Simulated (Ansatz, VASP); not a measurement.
# One calculation of TiGeSe4, two programs

File INCAR:

```
SYSTEM = TiGeSe4
PREC = Accurate ; ENCUT = 520
EDIFF = 1E-6 ; ISMEAR = 0
SIGMA = 0.2 ; LREAL = .False.
LASPH = .True. ; NELM = 100
ALGO = Normal ; ISIF = 2
LWAVE = .False. ; LCHARG = .True.
GGA = PE ; LELF = .True.
LVHAR = .True. ; NBANDS = 62
```

The input KPOINTS:

```
Automatic mesh
0
Gamma
  6 6 1
  0 0 0
```

POSCAR

```
TiGeSe4
1.0
    3.5920929913      0.0000000000      0.0000000000
   -1.7960464957      3.1108437832      0.0000000000
    0.0000000000      0.0000000000     27.0870255793
Ti Ge Se
2 2 8
Direct
    0.0000000000      0.0000000000      0.0000000000
    1.0000000000      0.0000000000      0.5000000000
    1.0000000000      0.0000000000      0.2500000000
    0.0000000000      0.0000000000      0.7500000000
    0.6666666667      0.3333333333      0.4436729771
    0.6666666667      0.3333333333      0.9436729771
    0.6666666667      0.3333333333      0.1936665920
    0.6666666667      0.3333333333      0.6936665920
    0.3333333333      0.6666666667      0.3063334080
    0.3333333333      0.6666666667      0.8063334080
    0.3333333333      0.6666666667      0.0563270229
    0.3333333333      0.6666666667      0.5563270229
```

Input for Ansatz:

```yaml
crystal:
  lattice:
    - [3.5920929913, 0.0, 0.0]
    - [-1.7960464957, 3.1108437832, 0.0]
    - [0.0, 0.0, 27.0870255793]
  atoms:
    - { symbol: Ti, position: [0.0, 0.0, 0.0] }
    - { symbol: Ti, position: [1.0, 0.0, 0.5] }
    - { symbol: Ge, position: [1.0, 0.0, 0.25] }
    - { symbol: Ge, position: [0.0, 0.0, 0.75] }
    - { symbol: Se, position: [0.6666666667, 0.3333333333, 0.4436729771] }
    - { symbol: Se, position: [0.6666666667, 0.3333333333, 0.9436729771] }
    - { symbol: Se, position: [0.6666666667, 0.3333333333, 0.193666592] }
    - { symbol: Se, position: [0.6666666667, 0.3333333333, 0.693666592] }
    - { symbol: Se, position: [0.3333333333, 0.6666666667, 0.306333408] }
    - { symbol: Se, position: [0.3333333333, 0.6666666667, 0.806333408] }
    - { symbol: Se, position: [0.3333333333, 0.6666666667, 0.0563270229] }
    - { symbol: Se, position: [0.3333333333, 0.6666666667, 0.5563270229] }
basis:
  ecutwfc: 420
kpoints:
  mp_grid: { grid: [6, 6, 1] }
hamiltonian:
  xc: pbe
scf:
  occupations: { method: gaussian, width: 0.2 }
  lower_state_search: "off"
output:
  forces: true
  stress: true
  eigenvalues: true
```

Alike in both runs: task single point; functional PBE; k mesh 6 × 6 × 1; occupations gaussian, width 0.2 eV; no spin polarisation.

|  | VASP | Ansatz |
| --- | --- | --- |
| version | VASP 6.6.1 | Ansatz 0.2.0 |
| potentials or method | VASP PAW PBE potentials, release 64 (Ti_sv, Ge_d, Se) | scalar-relativistic, plane waves, PAW |
| plane-wave cutoff (eV) | 520 | 420 |
| valence electrons in the cell | 100 | 180 |

```csv
,VASP,Ansatz,Ansatz less VASP
gap on the k mesh at the Fermi level (eV),none,none,-
pressure (GPa),0.1,0.1,-0.07
largest component of the traceless stress (GPa),0.26,0.25,-0.009
rms of the force components (eV/Å),0.028,0.020,-0.0079
```

Atom by atom the forces differ by 0.008 eV/Å (rms over components). A gap of «none» marks a metal or a gap that the smearing closes. The functional is the same, so the differences come from potentials, cutoffs and numerics. The two sets of potentials don't hold the same shells in valence.

Caveats: this functional lacks dispersion, which binds the layers, so the pressure and a relaxed spacing across them are unreliable.
